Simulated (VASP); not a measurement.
```xyz
2
Lattice="0.0000 2.8111 2.8111 2.8111 0.0000 2.8111 2.8111 2.8111 0.0000" Properties=species:S:1:pos:R:3 pbc="T T T"
Ge     0.0000     0.0000     0.0000
Ge     1.4055     1.4055     1.4055
```

Computed with LDA (Ceperley-Alder, Perdew-Zunger), VASP's LDA PAW potentials (set 64) (plane waves; VASP). Settings: 500 eV cut-off, 11×11×11 Γ-centred mesh, first-order Methfessel-Paxton smearing of 0.10 eV, potentials Ge_d.

Q: Estimate the energy per atom (σ→0), band gap (on the k-mesh) with the smallest direct gap where there is one.

A: 
* **band gap (on the k-mesh)**: none (metal, semimetal or under 0.01 eV)
* **energy per atom (σ→0)**: -5.195 eV/atom

Total energies compare only between runs with the same potentials, cut-off and functional.

The compound is Ge in the diamond structure. It was relaxed first.
